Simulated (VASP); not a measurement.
# MgC18 in VASP: further runs

One slab, MgC18, is run at these levels: PBE; tasks: single point.

All numbers are computed with VASP 6.6.1; they aren't measurements. Logs are shortened: lines on timing, memory, paths and dates and some standing lists are left out, and cuts for length are marked.

## 1. The slab as given

The cell holds a slab with vacuum, 19 atoms: a = 7.398 Å, b = 7.398 Å, c = 11.000 Å, α = 90.00°, β = 90.00°, γ = 120.00°.

The cell was built by a generator and needn't be a form met in nature.

## 2. Single point, PBE

INCAR reads:

```
SYSTEM = MgC18
PREC = Accurate
ENCUT = 520
EDIFF = 1E-7
ISMEAR = 0
SIGMA = 0.02
LREAL = Auto
LASPH = .True.
NELM = 60
ALGO = Normal
ISIF = 2
LWAVE = .False.
LCHARG = .False.
GGA = PE
NBANDS = 52
```

KPOINTS reads:

```
regular mesh
0
Gamma
  2 2 1
  0 0 0
```

POSCAR reads:

```
MgC18
1.0
    7.3980000000      0.0000000000      0.0000000000
   -3.6990000000      6.4068560000      0.0000000000
    0.0000000000      0.0000000000     11.0000000000
C Mg
18 1
Direct
   -0.0017155764      0.0011565735      0.0805128182
    0.2218045662      0.1129102948      0.0806028182
   -0.0017747851      0.3364761125      0.0806404545
    0.2218507819      0.4482882088      0.0806696364
    0.0002723875      0.6698453969      0.0805978182
    0.2197943867      0.7796190518      0.0807264545
    0.3315531598      0.0031363277      0.0807168182
    0.5551817423      0.1149490483      0.0807470909
    0.3336089618      0.3365315219      0.0806422727
    0.5531262306      0.4462789549      0.0806314545
    0.3316096870      0.6678060191      0.0807408182
    0.5551281729      0.7795642668      0.0807158182
    0.6669417728      0.0031917371      0.0807210909
    0.8864631324      0.1129649238      0.0805994545
    0.6649399089      0.3344659221      0.0806740909
    0.8884554934      0.4462232334      0.0806389091
    0.6648760544      0.6697907679      0.0806029091
    0.8885056388      0.7815992743      0.0805105455
    0.9448210777      0.8884437234      0.4546725455
```

Potentials or basis: VASP PAW PBE potentials, release 64 (C, Mg).

On the command line:

```
cat potpaw_PBE.64/C/POTCAR potpaw_PBE.64/Mg/POTCAR > POTCAR
mpirun -np 1 vasp_std > vasp.out
```

OUTCAR:

```text
SYSTEM = MgC18
   PREC = Accurate
   ENCUT = 520
   EDIFF = 1E-7
   ISMEAR = 0
   LREAL = Auto
   LASPH = .True.
   NELM = 60
   ISIF = 2
   GGA = PE

 ion  position               nearest neighbor table
   1  0.998  0.001  0.081-  18 1.41   2 1.43  14 1.43
   2  0.222  0.113  0.081-   7 1.41   1 1.43   9 1.43
   3  0.998  0.336  0.081-  16 1.41  14 1.43   4 1.43
   4  0.222  0.448  0.081-  11 1.41   9 1.43   3 1.43
   5  0.000  0.670  0.081-   6 1.41  18 1.43  16 1.43
   6  0.220  0.780  0.081-   5 1.41   7 1.43  11 1.43
[... 10 lines left out ...]
  17  0.665  0.670  0.081-  12 1.41  10 1.43  18 1.43
  18  0.889  0.782  0.081-   1 1.41   5 1.43  17 1.43
  19  0.945  0.888  0.455-

  LATTYP: Found a hexagonal cell.
 ALAT       =     7.3980000000
 C/A-ratio  =     1.4868883482

  Lattice vectors:

 A1 = (   7.3980000000,   0.0000000000,   0.0000000000)
 A2 = (  -3.6990000000,   6.4068560000,   0.0000000000)
 A3 = (   0.0000000000,   0.0000000000,  11.0000000000)

Analysis of symmetry for initial positions (statically):
=====================================================================
 Subroutine PRICEL returns:
 Original cell was already a primitive cell.

 Routine SETGRP: Setting up the symmetry group for a
 hexagonal supercell.

 Subroutine GETGRP returns: Found  1 space group operations
 (whereof  1 operations were pure point group operations)
 out of a pool of 24 trial point group operations.

The static configuration has the point symmetry C_1 .

Analysis of symmetry for dynamics (positions and initial velocities):
=====================================================================
 Subroutine PRICEL returns:
 Original cell was already a primitive cell.

 Routine SETGRP: Setting up the symmetry group for a
 hexagonal supercell.

 Subroutine GETGRP returns: Found  1 space group operations
 (whereof  1 operations were pure point group operations)
 out of a pool of 24 trial point group operations.

The dynamic configuration has the point symmetry C_1 .

 Subroutine INISYM returns: Found  1 space group operations
 (whereof  1 operations are pure point group operations),
 and found     1 'primitive' translations

----------------------------------------------------------------------------------------

                                     Primitive cell

  volume of cell :     521.3771

  direct lattice vectors                    reciprocal lattice vectors
     7.398000000  0.000000000  0.000000000     0.135171668  0.078041398  0.000000000
    -3.699000000  6.406856000  0.000000000     0.000000000  0.156082796  0.000000000
     0.000000000  0.000000000 11.000000000     0.000000000  0.000000000  0.090909091

  length of vectors
     7.398000000  7.398000054 11.000000000     0.156082797  0.156082796  0.090909091

  position of ions in fractional coordinates (direct lattice)
     0.998284424  0.001156573  0.080512818
     0.221804566  0.112910295  0.080602818
     0.998225215  0.336476113  0.080640454
     0.221850782  0.448288209  0.080669636
     0.000272387  0.669845397  0.080597818
     0.219794387  0.779619052  0.080726455
[... 11 lines left out ...]
     0.888505639  0.781599274  0.080510545
     0.944821078  0.888443723  0.454672546

  ion indices of the primitive-cell ions
   primitive index   ion index
                 1           1
                 2           2
                 3           3
                 4           4
                 5           5
                 6           6
[... 11 lines left out ...]
                18          18
                19          19

----------------------------------------------------------------------------------------

 KPOINTS: regular mesh

Automatic generation of k-mesh.
 Grid dimensions read from file:
 generate k-points for:    2    2    1

 Generating k-lattice:

  Cartesian coordinates                     Fractional coordinates (reciprocal lattice)
     0.067585834  0.039020699  0.000000000     0.500000000 -0.000000000  0.000000000
     0.000000000  0.078041398  0.000000000     0.000000000  0.500000000  0.000000000
     0.000000000  0.000000000  0.090909091     0.000000000  0.000000000  1.000000000

  Length of vectors
     0.078041399  0.078041398  0.090909091

  Shift w.r.t. Gamma in fractional coordinates (k-lattice)
     0.000000000  0.000000000  0.000000000

 Subroutine IBZKPT returns following result:
 ===========================================

 Found      4 irreducible k-points:

 Following reciprocal coordinates:
            Coordinates               Weight
  0.000000  0.000000  0.000000      1.000000
  0.500000 -0.000000  0.000000      1.000000
  0.000000  0.500000  0.000000      1.000000
  0.500000  0.500000  0.000000      1.000000
   k-points           NKPTS =      4   k-points in BZ     NKDIM =      4   number of bands    NBANDS=     52
   number of dos      NEDOS =    301   number of ions     NIONS =     19
   total plane-waves  NPLWV = 263424
   dimension x,y,z NGX =    56 NGY =   56 NGZ =   84
   dimension x,y,z NGXF=   112 NGYF=  112 NGZF=  168
   ions per type =              18   1
   NGX,Y,Z   is equivalent  to a cutoff of  12.58, 12.58, 12.70 a.u.
   NGXF,Y,Z  is equivalent  to a cutoff of  25.17, 25.17, 25.39 a.u.
 SYSTEM =  MgC18
   PREC   = accura    normal or accurate (medium, high low for compatibility)
   ISTART =      0    job   : 0-new  1-cont  2-samecut
   ICHARG =      2    charge: 1-file 2-atom 10-const
   ISPIN  =      1    spin polarized calculation?
   LNONCOLLINEAR =      F non collinear calculations
   LSORBIT =      F    spin-orbit coupling
   LASPH  =      T    aspherical Exc in radial PAW
   ENCUT  =  520.0 eV  38.22 Ry    6.18 a.u.  13.76 13.76 20.45*2*pi/ulx,y,z
   NELM   =     60;   NELMIN=  2; NELMDL= -5     # of ELM steps
   EDIFF  = 0.1E-06   stopping-criterion for ELM
   LREAL  =      T    real-space projection
   EDIFFG = 0.1E-05   stopping-criterion for IOM
   NSW    =      0    number of steps for IOM
   IBRION =     -1    ionic relax: 0-MD 1-quasi-New 2-CG
   NFREE  =      0    steps in history (QN), initial steepest desc. (CG)
   ISIF   =      2    stress and relaxation
   ISYM   =      2    0-nonsym 1-usesym 2-fastsym
   POTIM  = 0.5000    time-step for ionic-motion
   TEBEG  =    0.0;   TEEND  =   0.0 temperature during run
   PSTRESS=    0.0 pullay stress
   NELECT =      74.0000    total number of electrons
   NUPDOWN=      -1.0000    fix difference up-down
   EMIN   =  10.00;   EMAX   =-10.00  energy-range for DOS
   EFERMI =   0.00;   METHOD = LEGACY
   ISMEAR =     0;   SIGMA  =   0.02  broadening in eV -4-tet -1-fermi 0-gaus
   EFERMI_NEDOS =   21; number of points for ismear=-14 and -15
   IALGO  =     38    algorithm
   IMIX   =      4    mixing-type and parameters
     AMIX     =   0.40;   BMIX     =  1.00
     AMIX_MAG =   1.60;   BMIX_MAG =  1.00
  volume/ion in A,a.u.               =      27.44       185.18
  Fermi-wavevector in a.u.,A,eV,Ry     =   0.853955  1.613740  9.921890  0.729238
  Thomas-Fermi vector in A             =   1.970477
   LORBIT       =      0    0 simple, 1 ext, 2 COOP (PROOUT), +10 PAW based schemes
   GGA     = PE    functional components
   LHFCALC =     F    Hartree Fock is set to
   AEXX    =    0.0000 exact exchange contribution
   IVDW    =     0    specifies the selected vdW correction
   LEPSILON=     F    determine dielectric tensor
   LRPA    =     F    only Hartree local field effects (RPA)
 non-spin polarized calculation
 Gauss-broadening in eV      SIGMA  =   0.02
  energy-cutoff  :      520.00
  volume of cell :      521.38
 maximum number of plane-waves:     14099
 NGX is ok and might be reduce to    56
   NGX = 27   NGY = 27   NGZ = 41

 number of electron      74.0000004 magnetization

 Free energy of the ion-electron system (eV)
  ---------------------------------------------------
  ext. energy  EPLUGINS =         0.00000000
  ---------------------------------------------------
  free energy    TOTEN  =      -165.65080175 eV

  energy without entropy =     -165.65080175  energy(sigma->0) =     -165.65080175

 E-fermi :  -1.2063     XC(G=0):  -4.8705

 val. band max:       -1.3069229534   @ k =   0.0000   0.0000   0.0000
 cond. band min:      -1.0903915319   @ k =   0.0000   0.0000   0.0000
 fundamental gap:      0.2165314215
 Fermi energy:        -1.2063089322

 k-point     1 :       0.0000    0.0000    0.0000
  band No.  band energies     occupation
      1     -20.7210      2.00000
      2     -18.1809      2.00000
      3     -18.1791      2.00000
      4     -18.1772      2.00000
      5     -18.1756      2.00000
      6     -18.0529      2.00000
[... 41 lines left out ...]
     48       3.7616      0.00000
     49       3.7655      0.00000

 k-point     2 :       0.5000   -0.0000    0.0000
  band No.  band energies     occupation
      1     -20.0678      2.00000
      2     -20.0662      2.00000
      3     -18.8167      2.00000
      4     -18.7321      2.00000
      5     -16.3272      2.00000
      6     -16.3268      2.00000
[... 41 lines left out ...]
     48       3.7589      0.00000
     49       3.8906      0.00000

 k-point     3 :       0.0000    0.5000    0.0000
  band No.  band energies     occupation
      1     -20.0678      2.00000
      2     -20.0662      2.00000
      3     -18.8164      2.00000
      4     -18.7324      2.00000
      5     -16.3270      2.00000
      6     -16.3263      2.00000
[... 41 lines left out ...]
     48       3.7597      0.00000
     49       3.8914      0.00000

 k-point     4 :       0.5000    0.5000    0.0000
  band No.  band energies     occupation
      1     -20.0678      2.00000
      2     -20.0662      2.00000
      3     -18.8167      2.00000
      4     -18.7321      2.00000
      5     -16.3272      2.00000
      6     -16.3268      2.00000
[... 41 lines left out ...]
     48       3.7589      0.00000
     49       3.8906      0.00000
 [bands above 49 left out]

------------------------ aborting loop because EDIFF is reached ----------------------------------------

  FORCE on cell =-STRESS in cart. coord.  units (eV):
  Direction    XX          YY          ZZ          XY          YZ          ZX
  --------------------------------------------------------------------------------------
  -------------------------------------------------------------------------------------
  Total        1.6052472      1.6266817     -0.2121576     -0.0016845     -0.0026547     -0.0021772
  in kB        4.9328797      4.9987475     -0.6519543     -0.0051765     -0.0081578     -0.0066904
  external PRESSURE =       3.0932243 kB  Pullay stress =       0.0000000 kB

 VOLUME and BASIS-vectors are now :
 -----------------------------------------------------------------------------
  energy-cutoff  :      520.00
  volume of cell :      521.38
      direct lattice vectors                 reciprocal lattice vectors
     7.398000000  0.000000000  0.000000000     0.135171668  0.078041398  0.000000000
    -3.699000000  6.406856000  0.000000000     0.000000000  0.156082796  0.000000000
     0.000000000  0.000000000 11.000000000     0.000000000  0.000000000  0.090909091

 POSITION                                       TOTAL-FORCE (eV/Angst)
 -----------------------------------------------------------------------------------
      7.38103      0.00741      0.88564        -0.002057      0.005298     -0.002022
      1.22326      0.72340      0.88663        -0.005796      0.004795      0.002056
      6.14024      2.15575      0.88704         0.003006     -0.004298     -0.000453
     -0.01697      2.87212      0.88737         0.001953     -0.009431      0.003871
     -2.47574      4.29160      0.88658        -0.002760     -0.000854     -0.004785
     -1.25777      4.99491      0.88799         0.006946      0.004657     -0.003380
[... 11 lines left out ...]
      3.68203      5.00759      0.88562         0.005405     -0.008135      0.000941
      3.70343      5.69213      5.00140         0.000628     -0.000164      0.005431
 -----------------------------------------------------------------------------------
    total drift:                               -0.009480     -0.004300     -0.034783

  FREE ENERGIE OF THE ION-ELECTRON SYSTEM (eV)
  ---------------------------------------------------
  free  energy   TOTEN  =      -165.6508017508 eV

  energy  without entropy=     -165.6508017508  energy(sigma->0) =     -165.65080175
```

Run time: 3.4 min. Hardware: 1 thread of Intel Xeon Platinum 8559C (Emerald Rapids), shared host; peak memory 0.54 GiB.

Results:

```
Free energy            : -165.6508 eV
Largest force          : 0.014 eV/Å
Band gap on the k mesh : 0.22 eV, direct
```

Forces on the atoms (eV/Å):
```
C   -0.002  0.005 -0.002
C   -0.006  0.005  0.002
C    0.003 -0.004  0.000
C    0.002 -0.009  0.004
C   -0.003 -0.001 -0.005
C    0.007  0.005 -0.003
C    0.008 -0.009 -0.002
C   -0.004 -0.010 -0.001
C   -0.008 -0.005  0.001
C    0.008  0.004  0.006
C   -0.005  0.012 -0.005
C   -0.011  0.000  0.002
C   -0.005 -0.002  0.000
C    0.007  0.004  0.000
C   -0.003  0.012 -0.001
C   -0.004  0.009  0.001
C    0.010 -0.007 -0.004
C    0.005 -0.008  0.001
Mg   0.001  0.000  0.005
```

Levels at points of the mesh, in eV from the valence-band top:
| k point | band 35 | band 36 | band 37 | band 38 | band 39 | band 40 |
| --- | --- | --- | --- | --- | --- | --- |
| (0.00, 0.00, 0.00) | -0.41 | 0.00 | 0.00 | 0.22 | 0.22 | 2.99 |
| (0.50, 0.00, 0.00) | -2.52 | -2.25 | -0.31 | 1.78 | 2.59 | 2.59 |
| (0.00, 0.50, 0.00) | -2.52 | -2.25 | -0.31 | 1.78 | 2.56 | 2.59 |
| (0.50, 0.50, 0.00) | -2.52 | -2.25 | -0.31 | 1.78 | 2.59 | 2.59 |

Caveat: the k mesh is coarse (spacing up to 0.49 Å⁻¹), so the values aren't converged. A hybrid or GW would open this gap; PBE tends to underestimate it.

## 3. Single point, PBE

INCAR reads:

```
  ALGO = Normal
  EDIFF = 1E-7
  ENCUT = 520
  GGA = PE
  ISIF = 2
  ISMEAR = 0
  LASPH = True
  LCHARG = False
  LREAL = Auto
  LWAVE = False
  NBANDS = 52
  NELM = 80
  PREC = Accurate
  SIGMA = 0.02
```

KPOINTS reads:

```
k-points
0
Gamma
  2 2 1
```

POSCAR reads:

```
MgC18
1.0
    7.3980000000      0.0000000000      0.0000000000
   -3.6990000000      6.4068560000      0.0000000000
    0.0000000000      0.0000000000     11.0000000000
C Mg
18 1
Direct
   -0.0010295750      0.0013533939      0.0805349091
    0.2211059510      0.1124152002      0.0806320909
   -0.0022717727      0.3357795149      0.0806503636
    0.2223468608      0.4480884228      0.0806864545
    0.0000702605      0.6703411158      0.0806262727
    0.2199939798      0.7803123716      0.0807537273
    0.3310590904      0.0024439444      0.0807470000
    0.5556822834      0.1147533205      0.0807538182
    0.3334099493      0.3370283334      0.0806573636
    0.5533252218      0.4469753964      0.0806410000
    0.3323069286      0.6680031516      0.0807446364
    0.5544330722      0.7790691721      0.0806965455
    0.6667428328      0.0036876121      0.0806960909
    0.8866576767      0.1136565267      0.0805913636
    0.6656362002      0.3346660203      0.0806884545
    0.8877601111      0.4457259536      0.0806520000
    0.6643785597      0.6691007258      0.0805954545
    0.8889961674      0.7814054194      0.0805271818
    1.0003942597      0.8884354510      0.4544891818
```

Potentials or basis: VASP PAW PBE potentials, release 64 (C, Mg).

On the command line:

```
cat potpaw_PBE.64/C/POTCAR potpaw_PBE.64/Mg/POTCAR > POTCAR
mpirun -np 1 vasp_std > vasp.out
```

It took 2.7 min on 1 thread of Intel Xeon Platinum 8559C (Emerald Rapids), shared host; peak memory 0.55 GiB.

The run converged. Its results:

```yaml
Free_energy: -165.6514 eV
Largest_force: 0.013 eV/Å
Band_gap_on_the_k_mesh: 0.22 eV, direct
```

Forces in eV/Å, atoms in the order of the input:
```
C    0.001  0.008 -0.003
C   -0.003  0.005  0.001
C    0.003 -0.003  0.001
C    0.001 -0.007  0.000
C   -0.002  0.002 -0.003
C    0.004  0.003 -0.002
C    0.004 -0.011 -0.003
C   -0.004 -0.009  0.001
C   -0.004 -0.004  0.002
C    0.004  0.001  0.006
C   -0.006  0.011 -0.005
C   -0.011  0.000  0.002
C   -0.004 -0.003  0.003
C    0.005  0.005 -0.001
C    0.000  0.008 -0.002
C   -0.005  0.006  0.000
C    0.011 -0.007 -0.001
C    0.004 -0.006  0.001
Mg   0.003  0.000  0.004
```

Levels at points of the mesh, in eV from the valence-band top:
```tsv
k point	band 33	band 34	band 35	band 36	band 37	band 38	band 39	band 40	band 41	band 42
(0.00, 0.00, 0.00)	-2.93	-2.93	-0.41	0.00	0.00	0.22	0.22	2.99	3.45	3.45
(0.50, 0.00, 0.00)	-2.57	-2.52	-2.52	-2.25	-0.31	1.78	2.59	2.59	2.60	2.66
(0.00, 0.50, 0.00)	-2.57	-2.53	-2.52	-2.25	-0.31	1.78	2.56	2.59	2.62	2.66
(0.50, 0.50, 0.00)	-2.57	-2.52	-2.52	-2.25	-0.31	1.78	2.59	2.59	2.60	2.66
```

Caveat: the k mesh is coarse (spacing up to 0.49 Å⁻¹), so the values aren't converged. A hybrid or GW would open this gap; PBE tends to underestimate it.

(Part 1 of 2 ends here.)
